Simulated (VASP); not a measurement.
Input:

```
CELL_PARAMETERS angstrom
      0.00000     3.10259     3.10259
      3.10259     0.00000     3.10259
      3.10259     3.10259     0.00000
ATOMIC_POSITIONS crystal
  Ge 0.00000 0.00000 0.00000
  Mo 0.50000 0.50000 0.50000
  Mo 0.25000 0.25000 0.25000
  Mo 0.75000 0.75000 0.75000
```

Calculation: PBEsol GGA, VASP's PBE PAW potentials (set 64) (plane waves; VASP). Settings: 400 eV cut-off, Gaussian smearing of 0.050 eV, potentials Ge_d Mo_sv.

Give the energies of bands 19 to 32 at the high-symmetry points, in eV from the Fermi level.

```json
[
 {"band": "19", "Γ": "-4.64", "X": "-5.73", "U": "-5.37", "L": "-5.85", "W": "-5.23"},
 {"band": "20", "Γ": "-4.64", "X": "-4.51", "U": "-4.98", "L": "-4.91", "W": "-5.23"},
 {"band": "21", "Γ": "-4.59", "X": "-3.52", "U": "-3.92", "L": "-4.91", "W": "-3.95"},
 {"band": "22", "Γ": "-4.59", "X": "-2.83", "U": "-3.48", "L": "-2.98", "W": "-3.32"},
 {"band": "23", "Γ": "-4.59", "X": "-2.83", "U": "-3.08", "L": "-2.97", "W": "-2.63"},
 {"band": "24", "Γ": "-2.10", "X": "-2.72", "U": "-2.33", "L": "-2.97", "W": "-2.45"},
 {"band": "25", "Γ": "-2.10", "X": "-2.72", "U": "-2.29", "L": "-1.60", "W": "-2.45"},
 {"band": "26", "Γ": "-2.10", "X": "-2.64", "U": "-1.84", "L": "-1.60", "W": "-1.38"},
 {"band": "27", "Γ": "0.82", "X": "-1.20", "U": "-0.72", "L": "-0.67", "W": "-1.38"},
 {"band": "28", "Γ": "1.63", "X": "0.22", "U": "-0.42", "L": "-0.67", "W": "-0.68"},
 {"band": "29", "Γ": "1.63", "X": "0.22", "U": "0.02", "L": "-0.41", "W": "0.24"},
 {"band": "30", "Γ": "1.63", "X": "0.48", "U": "0.33", "L": "1.51", "W": "0.76"},
 {"band": "31", "Γ": "1.98", "X": "1.23", "U": "0.64", "L": "1.51", "W": "0.92"},
 {"band": "32", "Γ": "1.98", "X": "1.62", "U": "1.78", "L": "1.85", "W": "1.35"}
]
```

It has no gap at this level: it comes out as a metal or semimetal.

The structure was generated: GeMo3 was put into the D03 type (Fm-3m), which need not be its known phase. It was relaxed first, which changed the volume by -21 %.
